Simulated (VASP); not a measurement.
# Ni: a series in biaxial strain in the (001) plane

How do stress and energy of Ni follow biaxial strain in the (001) plane?

Program: VASP 6.6.1. Level of theory: PBEsol, spin-polarised from a ferromagnetic start (one magnetic atom a cell); plane waves and PAW (Ni), in the first sound run; inputs show where later runs differ. Results are calculated unless marked as measured.

Report form: the programs' logs are mostly left out.

### 1. The starting structure

It takes space group Fm-3m (No. 225, cubic). Conventional cell: a = 3.520 Å, b = 3.520 Å, c = 3.520 Å, α = 90.00°, β = 90.00°, γ = 90.00°. Ni has 12 Ni at 2.49 Å nearest.

### 2. Relax the crystal, PBEsol

The series starts from the cell that this level prefers, so that zero strain is near zero stress.

This step took 2 runs in a row; the last is shown.

Level: PBEsol, spin-polarised from a ferromagnetic start (one magnetic atom a cell); plane waves and PAW (Ni).

Contents of INCAR:

```
SYSTEM = Ni
PREC = Accurate
ENCUT = 450
EDIFF = 1E-07
NELM = 120
ISMEAR = 1
SIGMA = 0.15
LREAL = .FALSE.
ALGO = Normal
GGA = PS
NBANDS = 12
ISPIN = 2
MAGMOM = 1.6
LASPH = .TRUE.
LMAXMIX = 4
LORBIT = 11
LWAVE = .FALSE.
LCHARG = .FALSE.
KPAR = 8
IBRION = 2
NSW = 40
ISIF = 3
EDIFFG = -0.005
POTIM = 0.4
```

Contents of POSCAR:

```
Ni
1.0
    0.0000000000      1.7310045157      1.7310045157
    1.7310045157      0.0000000000      1.7310045157
    1.7310045157      1.7310045157      0.0000000000
Ni
1
Direct
    0.0000000000      0.0000000000      0.0000000000
```

Contents of KPOINTS:

```
Automatic mesh
0
Gamma
29 29 29
0 0 0
```

Potentials, in the order of the species: Ni (PBE family, release 64).

Started as:

```
mpirun -np 8 vasp_std
```

Elapsed: 47 s, on 8 MPI ranks of AMD EPYC 7R43, shared host; peak memory 1.4 GiB.

This run gave:

```
energy(sigma→0) of the program : -6.1348 eV
stress, compression positive   : xx, yy, zz 0.03, 0.03, 0.03 GPa
volume                         : 10.368 Å³
ionic steps                    : 3
```

### 3. Strain along the normal, PBEsol

One member in full: the plane is strained by -1.5 %, and the strain along the normal is moved by secant steps until the normal stress is under 0.012 GPa or five steps are spent; the atoms relax at each step.

This step took 3 runs, each at a new trial strain with the atoms of the one before; the last is shown.

Level: PBEsol, spin-polarised from a ferromagnetic start (one magnetic atom a cell); plane waves and PAW (Ni).

Changes to INCAR since step 2:

```diff
@@ -18,7 +18,7 @@
 LCHARG = .FALSE.
-KPAR = 8
-IBRION = 2
-NSW = 40
-ISIF = 3
-EDIFFG = -0.005
-POTIM = 0.4
+KPAR = 2
+IBRION = 1
+NSW = 25
+ISIF = 2
+EDIFFG = -0.004
+POTIM = 0.3
```

Contents of POSCAR:

```
Ni
1.0
    0.0000000000      1.7047324010      1.7606389070
    1.7047324010      0.0000000000      1.7606389070
    1.7047324010      1.7047324010      0.0000000000
Ni
1
Direct
    0.0000000000      0.0000000000      0.0000000000
```

KPOINTS is that of step 2.

Started as:

```
mpirun -np 2 vasp_std
```

It took 3.7 min on 2 MPI ranks; peak memory 0.65 GiB.

Read from the output:

| Item | Value |
| --- | --- |
| energy(sigma→0) of the program | -6.1302 eV |
| stress, compression positive | xx, yy, zz 4.73, 4.73, 0.00 GPa |
| ionic steps | 1 |

### 4. The whole series

The other members went through these steps as far as the tables show, with the same cutoff and, step by step, the same mesh; 20 runs are not shown. The session took 2.7 core hours (wall time by ranks) on a shared machine.

```
in-plane strain (%)  strain along the normal (%)  in-plane stress, tension positive (GPa)  energy above the unstrained row, extrapolated to no smearing (meV/atom)
             -2.000                        2.289                                   -6.553                                                                    8.282
             -1.500                        1.730                                   -4.728                                                                    4.574
             -1.000                        1.167                                        ?                                                                        ?
             -0.500                        0.589                                   -1.461                                                                    0.528
                  0                        0.007                                   -0.004                                                                    0.000
              0.500                       -0.586                                    1.347                                                                    0.375
              1.000                       -1.183                                    2.611                                                                    1.588
              1.500                       -1.785                                    3.792                                                                    3.605
              2.000                       -2.400                                    4.868                                                                    6.366
```

### 5. A fit to the known rows

A least-squares parabola through the 8 rows shown, with e the strain in %: stress = − 0.2081 e² + 2.847 e − 0.007566 (GPa), r.m.s. residual 0.016 GPa.

At e = -1 this predicts -3.062 GPa.

### 6. Checking the prediction

The calculation gives -3.027 GPa, so the prediction is 0.035 GPa too low, more than twice the residual of the fit.

Slopes at zero strain, from cubics through all rows: strain ratio -1.174, stress over strain 281 GPa.

### 7. What came out

```json
{
  "error of the predicted stress": "-0.035 GPa",
  "ratio of normal to in-plane strain": "-1.174",
  "biaxial modulus": "281 GPa"
}
```

As a check, the curvature of the energy gives 278 GPa for the same modulus (energy per volume = M × strain²), 1 % from the slope of the stress; these energies are extrapolated to no smearing, while the stress belongs to the free energy, so part of the difference may come from that. The energy also has a linear term worth 0.10 GPa that the stress column lacks, a mark of the finite basis or of the smearing. These are static values: temperature and zero-point motion are left out. In a metal the slopes also depend on mesh and smearing, which were held through the series.

[Lines on the potential files, build, host, timing and source positions are cut from VASP's logs without a mark.]

[Logs are printed without paths, hosts, clocks, repeated set-up lines and the standing remarks that a program may print on its own settings, such as how far it seeks lower states.]

[Hosts, paths, dates, database ids (printed as entryN), source tags and the programs' standing remarks are cut or masked in the printed files.]

[In band tables of VASP the shares of atoms and orbitals are scaled to a sum of 1 inside the atoms' spheres.]
